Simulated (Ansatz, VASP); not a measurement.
# CaMgCl2 in two plane-wave programs

Aim: how closely do two programs agree when they are given the same cell, functional and k mesh? The cell is generated by rule, not measured, and may not be a known phase. The cell is taken from a series of runs on this material, whose earlier steps may have relaxed, scaled, displaced or heated it; both programs get it as it stands.

Method: plane waves, with VASP 6.6.1 beside it; zone-centre phonons at PBEsol, in Ansatz 0.2.0.

The structure was built from a prototype and need not be the compound's stable phase.

## 1. Set-up

Symmetry: P4mm, No. 99, tetragonal system. The conventional cell has a = 3.439 Å, b = 3.439 Å, c = 8.163 Å, α = 90.00°, β = 90.00°, γ = 90.00°. Nearest to Mg lie 4 Cl at 2.73 Å. Nearest to Ca lie 4 Cl at 2.79 Å. Cl has 4 Ca at 2.79 Å nearest. Nearest to Cl lie 4 Mg at 2.73 Å. Farther neighbours and most contacts between anions are not listed.

## 2. Ansatz: zone-centre phonons, PBEsol

Ansatz runs on norm-conserving files, of PseudoDojo where its log says so.

Second derivatives magnify differences that forces hide, and they need a tight electronic threshold.

The input, input.yaml:

```yaml
crystal:
  lattice:
    - [3.4388952826, 0.0, 0.0]
    - [0.0, 3.4388952826, 0.0]
    - [0.0, 0.0, 8.1631752804]
  atoms:
    - { symbol: Mg, position: [0.0, 0.5, 0.1674194911] }
    - { symbol: Ca, position: [0.5, 0.0, 0.839983771] }
    - { symbol: Cl, position: [0.0, 0.5, 0.6725275582] }
    - { symbol: Cl, position: [0.5, 0.0, 0.3200691798] }
kpoints:
  mp_grid: { grid: [12, 12, 6] }
hamiltonian:
  xc: pbesol
  pseudopotentials: { kind: nc }
scf:
  occupations: { method: methfessel_paxton, width: 0.2 }
output:
  eigenvalues: true
phonons:
  method: dfpt
```

Command:

```sh
ansatz run input.yaml --threads 8 --pin off --max-ram 14336MiB --backend cpu --events-out ev --progress --plain --runs-dir out
```

Numbers of over 12 decimals in the logs are rounded to 6 here.

Output:

```text
zone centre: on kpoints.mp_grid the ground state, and the responses unless they are solved on pairs of k-points, stand on 196 of the mesh's 864 k-points, reduced under 4 symmetry operations, with k and −k counted as one. Each operation leaves every solved displacement unchanged or reverses it
Engine: ansatz 0.2.0, aarch64-unknown-linux-gnu
Pseudopotentials: kind: nc
Pseudopotential: Mg, nc, valence charge 10, recommended cutoff 1142.878222 eV (normal), Mg.nc.azcp (PseudoDojo's, or run here from an input of PseudoDojo's: the run reads no file of this project's for it)
Pseudopotential: Ca, nc, valence charge 10, recommended cutoff 925.187132 eV (normal), Ca.nc.azcp (PseudoDojo's, or run here from an input of PseudoDojo's: the run reads no file of this project's for it)
Pseudopotential: Cl, nc, valence charge 7, recommended cutoff 789.130201 eV (normal), Cl.nc.azcp (PseudoDojo's, or run here from an input of PseudoDojo's: the run reads no file of this project's for it)
Functional definition: PBEsol
  exchange = pbesol_x
  correlation = pbesol_c
Crystal: 4 atoms, lattice volume = 96.538 Å³
Basis set: ecut = 1142.878222 eV, 8481 PW (Γ), exchange–correlation on 80×80×192 points (8 copies of the dense FFT grid, shifted against one another)
Bands: 21, of which v1, the nominal top of the filled ones, is band 17 counted from 1 (16 counted from 0)
Symmetry: 8 space group operations
k-points: 196 of 864 (irreducible under 4 space group operations, time reversal used)
Non-local potential: Mg, projectors of the file, l = 0: 2, l = 1: 2
Non-local potential: Ca, projectors of the file, l = 0: 2, l = 1: 2, l = 2: 2
Non-local potential: Cl, projectors of the file, l = 0: 2, l = 1: 2, l = 2: 2
Initial density: superposition of atomic densities (chi_scale 0.1, normalization cell, long waves 12 % of neutral atoms (reshape's long-wave potential 1.12 eV rms, cloud 2.78 Å wide))
Initial wavefunctions: pseudopotential atomic-orbital guess
Functional: x = pbesol(κ = 0.804, μ = 0.123457), c = pbesol(β = 0.046)
SCF iter   1: F=—  HF=-3577.002624 eV  |F-HF|=—  |Δ(HF+E_count)|=         —  Δρ=2.16e-1  dr2=2.33e2  ethr=3.10e-3  ⟨swp⟩=12.5  Hψ=35487  notcnv=0
preconditioner: auto → Kerker (q_TF=auto, 2.293 Å⁻¹)  [metal: Δε(μ)=0.009 eV  Ē_g=5.316 eV  σ=0.200 eV  W_gap=0.04  n_scr=16 (ndim 8)  ℏωp=16.0 eV  f_vac=0.000  D(μ)=3.03/eV (n_scr^D=18)]
SCF iter   2: F=—  HF=-3564.112508 eV  |F-HF|=—  |Δ(HF+E_count)|=    1.29e1  S|Δr|=    0.00e0  Δρ=5.83e-2  dr2=8.03e0  ethr=3.10e-3  ⟨swp⟩=6.2  Hψ=14856  notcnv=0  defer=1
SCF iter   3: F=—  HF=-3562.820027 eV  |F-HF|=—  |Δ(HF+E_count)|=    1.29e0  S|Δr|=    0.00e0  Δρ=3.14e-2  dr2=4.93e0  ethr=3.10e-3  ⟨swp⟩=3.4  Hψ=9055  notcnv=0
SCF iter   4: F=—  HF=-3561.649254 eV  |F-HF|=—  |Δ(HF+E_count)|=    1.17e0  S|Δr|=    0.00e0  Δρ=1.75e-2  dr2=1.68e0  ethr=3.10e-3  ⟨swp⟩=5.2  Hψ=13083  notcnv=0  defer=1
SCF iter   5: F=—  HF=-3561.328605 eV  |F-HF|=—  |Δ(HF+E_count)|=   3.21e-1  S|Δr|=    0.00e0  Δρ=9.44e-3  dr2=3.74e-1  ethr=3.10e-3  ⟨swp⟩=3.8  Hψ=6971  notcnv=0
SCF iter   6: F=—  HF=-3561.264073 eV  |F-HF|=—  |Δ(HF+E_count)|=   6.45e-2  S|Δr|=    0.00e0  Δρ=4.04e-3  dr2=6.81e-2  ethr=1.10e-3  ⟨swp⟩=2.3  Hψ=6032  notcnv=0
SCF iter   7: F=—  HF=-3561.250837 eV  |F-HF|=—  |Δ(HF+E_count)|=   1.32e-2  S|Δr|=    0.00e0  Δρ=1.59e-3  dr2=1.04e-2  ethr=2.00e-4  ⟨swp⟩=2.6  Hψ=6028  notcnv=0
SCF iter   8: F=—  HF=-3561.248788 eV  |F-HF|=—  |Δ(HF+E_count)|=   2.05e-3  S|Δr|=    0.00e0  Δρ=5.95e-4  dr2=1.82e-3  ethr=3.06e-5  ⟨swp⟩=2.3  Hψ=5486  notcnv=0
SCF iter   9: F=—  HF=-3561.248629 eV  |F-HF|=—  |Δ(HF+E_count)|=   1.59e-4  S|Δr|=    0.00e0  Δρ=4.49e-4  dr2=1.04e-3  ethr=5.37e-6  ⟨swp⟩=1.2  Hψ=4829  notcnv=0
SCF iter  10: F=—  HF=-3561.248359 eV  |F-HF|=—  |Δ(HF+E_count)|=   2.70e-4  S|Δr|=    0.00e0  Δρ=8.34e-5  dr2=2.45e-5  ethr=3.05e-6  ⟨swp⟩=2.2  Hψ=5742  notcnv=0
SCF iter  11: F=—  HF=-3561.248359 eV  |F-HF|=—  |Δ(HF+E_count)|=   1.40e-7  S|Δr|=    0.00e0  Δρ=4.43e-5  dr2=6.37e-6  ethr=7.20e-8  ⟨swp⟩=2.3  Hψ=6871  notcnv=0
SCF iter  12: F=—  HF=-3561.248363 eV  |F-HF|=—  |Δ(HF+E_count)|=   4.37e-6  S|Δr|=    0.00e0  Δρ=1.64e-5  dr2=3.42e-7  ethr=1.87e-8  ⟨swp⟩=2.4  Hψ=6363  notcnv=0
SCF iter  13: F=—  HF=-3561.248349 eV  |F-HF|=—  |Δ(HF+E_count)|=   1.48e-5  S|Δr|=    0.00e0  Δρ=5.25e-6  dr2=3.79e-8  ethr=1.00e-9  ⟨swp⟩=2.1  Hψ=6658  notcnv=0
SCF iter  14: F=—  HF=-3561.248349 eV  |F-HF|=—  |Δ(HF+E_count)|=   7.10e-9  S|Δr|=    0.00e0  Δρ=1.74e-6  dr2=4.38e-9  ethr=1.12e-10  ⟨swp⟩=2.2  Hψ=6414  notcnv=0
SCF iter  15: F=—  HF=-3561.248349 eV  |F-HF|=—  |Δ(HF+E_count)|=  1.27e-11  S|Δr|=    0.00e0  Δρ=5.19e-7  dr2=3.33e-10  ethr=1.29e-11  ⟨swp⟩=2.0  Hψ=6520  notcnv=0
SCF iter  16: F=—  HF=-3561.248349 eV  |F-HF|=—  |Δ(HF+E_count)|=  4.55e-13  S|Δr|=    0.00e0  Δρ=1.40e-7  dr2=3.57e-11  ethr=1.00e-12  ⟨swp⟩=2.0  Hψ=6414  notcnv=0
SCF iter  17: F=-3561.248349 eV  HF=-3561.248349 eV  |F-HF|=0.00e0  |Δ(HF+E_count)|=  1.64e-11  S|Δr|=    0.00e0  Δρ=5.44e-8  dr2=6.78e-12  ethr=1.00e-12  ⟨swp⟩=12.7  Hψ=33512  notcnv=0
SCF 1 converged in 17 iterations: F = -3561.248349 eV  dr2 = 6.78e-12
DFPT response loops at Γ: preconditioner auto → Kerker (q_TF=auto, 2.293 Å⁻¹) (partly filled bands, converged f_vac=0.006); β = 1.00, the filter's whole step (`scf.mixing.beta` (0.50) is not read by the response loops under this deck's `scf.mixing.preconditioner`; to damp them name `kerker` or `kerker_dos`, under which they read `scf.mixing.beta`, and type it under 1.00, their step now; both keys bind the ground state too); Broyden in place of MSR1
SCF converged after 17 iterations
Stability not checked: this state was not tested for a lower state beside it, because cold or Methfessel-Paxton smearing, or corrected tetrahedra, fill the levels in a way that the test cannot read (fill_not_monotonic; see scf.lower_state_search)
Free energy (F): -3561.248349 eV
Harris-Foulkes:  -3561.248349 eV  (|F-HF|=0.00e0)
Internal energy: -3561.249695 eV  (E = F + TS)
E sigma→0 (E₀):  -3561.248685 eV
Entropy (-TS):   0.001346 eV (0.337 meV/atom)
Fermi energy:    6.924920 eV
Step filling:    the computed levels leave a gap of 0.0048 eV = 0.0 smearing widths at the electron count; against every level under it full and every level over it empty, smearing changes F+E_penalty+E_count by +0.554 meV and its σ→0 estimate by +0.217 meV
--- Per-component energies (eV) ---
  E_band       = -542.394612
  E_kinetic    = 1586.054065
  E_local      = -3216.050422  (includes V_loc(G=0)·N_el)
  E_nonlocal   = -283.102844
  E_hartree    = 1025.536678
  E_xc         = -652.500786
  E_vxc        = -680.368785  (∫ρ·V_xc dr)
  E_ewald      = -2021.186386
  E_smearing   = 0.001346  (= −TS)
  E_closure    = -0.000000  (closes the sum)
  Σ components = -3561.248349   (vs F -3561.248349, Δ=0.00e0)
--- Band table (eV; the first three rows and the last of 196) ---
  k-point 0: bands = [... 13 lower, 2.1452, 2.5873, 2.5873, 4.2638, 6.9766, 8.5380, 8.7554, 10.2242]
  k-point 1: bands = [... 13 lower, 2.1443, 2.5884, 2.5884, 4.4080, 6.9775, 8.2606, 8.9181, 10.2014]
  k-point 2: bands = [... 13 lower, 2.1425, 2.5906, 2.5906, 4.7031, 6.9792, 7.8677, 9.0974, 10.1139]
  k-point 195: bands = [... 13 lower, 0.6913, 1.4321, 2.1628, 7.4705, 7.7283, 7.7283, 8.4918, 9.1370]
--- Phonons (Γ-DFPT): 8 representative perturbations + reference, on 196 of 864 k-points (Σ response iterations 29) ---
  k mesh reduced under 4 symmetry operations, with k and −k counted as one. Each operation leaves every solved displacement unchanged or reverses it
  ASR residual: 6.791e-3 → 0.000e0 eV/Å²; symmetrization residual: 7.829e-6 eV/Å²
  ASR residual per site (eV/Å²): 6.79e-3 3.69e-5 3.85e-5 4.78e-5
  Γ frequencies (cm⁻¹): 0.00 0.00 0.00 47.19 47.19 82.87 82.87 117.09 179.25 179.25 197.35 276.09
  non-analytic LO–TO correction: not included (Born effective charges unavailable; polar crystals: no LO–TO splitting at Γ)
```

[end of part 1 of 3]

[Lines on the potential files, build, host, timing and source positions are cut from VASP's logs without a mark.]

[Logs are printed without paths, hosts, clocks, repeated set-up lines and the standing remarks that a program may print on its own settings, such as how far it seeks lower states.]

[Hosts, paths, dates, database ids (printed as entryN), source tags and the programs' standing remarks are cut or masked in the printed files.]
